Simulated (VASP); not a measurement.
Cost and result of VASP (PAW) for the lattice constant a of Mo (bcc). Static lattice. The cost counts the five points of the equation of state, each on the mesh and cut-off of its row, so the ratios hold those differences too. With PBE it took about 40 core-seconds. Times come from single runs on busy shared machines, so they are rough: good to a factor of about 2.

Measured: 3.141 Å at 0 K (as given by Daniel Mejia-Rodriguez et al., Physical Review B (2018), arXiv:1807.09216; static lattice: zero-point anharmonic expansion removed).

```
level     k-mesh  cut-off (eV)  lattice constant a (Å)  error (%)         cost over PBE
------  --------  ------------  ----------------------  ---------  --------------------
LDA     16×16×16           520                   3.116       -0.8  within a factor of 2
PBEsol  16×16×16           520                   3.131       -0.3  within a factor of 2
PBE     16×16×16           520                   3.162       +0.7             reference
r2SCAN  16×16×16           520                   3.154       +0.4         about 6 times
SCAN    16×16×16           520                   3.146       +0.2         about 7 times
```

Within 1 % of the measurement lie LDA, PBEsol, PBE, r2SCAN, SCAN; LDA, PBEsol, PBE stand at the low end of their costs, within a factor of 2 against PBE.

Left out are levels that failed, ran on another kind of processor or have no fit band path; at most nine are shown.

The compound is Mo in the bcc structure.
